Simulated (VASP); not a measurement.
Method: PBE GGA with D3 dispersion (zero damping), VASP's PBE PAW potentials (set 64) (plane waves; VASP 6.6.1).

The input files of a VASP run:

**INCAR**
```
SYSTEM  =  SrTe
PREC  =  Accurate; ENCUT  =  520; LREAL  =  .False.
LASPH  =  .True.
EDIFF  =  1E-7; NELM  =  100; ALGO  =  Normal
LMAXMIX  =  4
ISMEAR  =  0; SIGMA  =  0.05
GGA  =  PE; IVDW  =  11
ISIF  =  2
LWAVE  =  .False.; LCHARG  =  .False.
```

### POSCAR
```
SrTe
1
    0.0000000000     3.3980743767     3.3980743767
    3.3980743767     0.0000000000     3.3980743767
    3.3980743767     3.3980743767     0.0000000000
Sr Te
1 1
Direct
  0.0000000000   1.0000000000   0.0000000000
  0.5000000000   0.5000000000   0.5000000000
```

### KPOINTS
```
Automatic
0
Gamma
7 7 7
0 0 0
```

POTCAR, in this order: Sr_sv Te (PBE.64 set). Program: vasp_std.

Q: Estimate the energy per atom (σ→0), dispersion energy, pressure.

A: 
```json
{
 "energy per atom (σ→0)": "-4.351 eV/atom",
 "dispersion_energy": "-0.441 eV",
 "pressure": "-1.80 GPa"
}
```

**OSZICAR**
```
...
DAV:   7    -0.826132656987E+01   -0.56211E-02   -0.25229E-01   684   0.324E+00    0.105E+00
DAV:   8    -0.826074462996E+01    0.58194E-03   -0.29135E-02   588   0.845E-01    0.270E-01
DAV:   9    -0.826101854419E+01   -0.27391E-03   -0.97510E-04   620   0.241E-01    0.921E-02
DAV:  10    -0.826126502694E+01   -0.24648E-03   -0.21150E-04   568   0.103E-01    0.179E-02
DAV:  11    -0.826129008964E+01   -0.25063E-04   -0.26540E-05   628   0.334E-02    0.258E-02
DAV:  12    -0.826129151524E+01   -0.14256E-05   -0.28034E-06   640   0.986E-03    0.274E-03
DAV:  13    -0.826129158806E+01   -0.72813E-07   -0.48758E-07   620   0.393E-03
   1 F= -.87019432E+01 E0= -.87019432E+01  d E =-.303502E-19
```

The compound is SrTe in the rock salt structure. This cell is one point of a volume scan, at 1.06 of the reference volume.
